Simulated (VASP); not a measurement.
Given:

```xyz
2
Lattice="0.0000 2.3110 2.3110 2.3110 0.0000 2.3110 2.3110 2.3110 0.0000" Properties=species:S:1:pos:R:3 pbc="T T T"
Hf     0.0000     0.0000     0.0000
N      2.3110     2.3110     2.3110
```

Method: vdW-DF2, VASP's PBE PAW potentials (set 64) (plane waves; VASP). Numerical set-up: 520 eV cut-off, 15×15×15 Γ-centred mesh, tetrahedra with Blöchl corrections, potentials Hf_pv N.

Unless said otherwise, spin-orbit coupling is left out, though it shifts the bands of the heavy elements here.

### Question
Estimate the energy per atom (σ→0), band gap (on the k-mesh) with the smallest direct gap where there is one.

### Answer

```yaml
band gap (on the k-mesh): none (metal, semimetal or under 0.01 eV)
energy per atom (σ→0): -8.311 eV/atom
```

The compound is HfN in the rock salt structure. It was relaxed first, which changed the volume by +7 %. The electron count is odd and the run is not spin-polarised, which forces a metal.
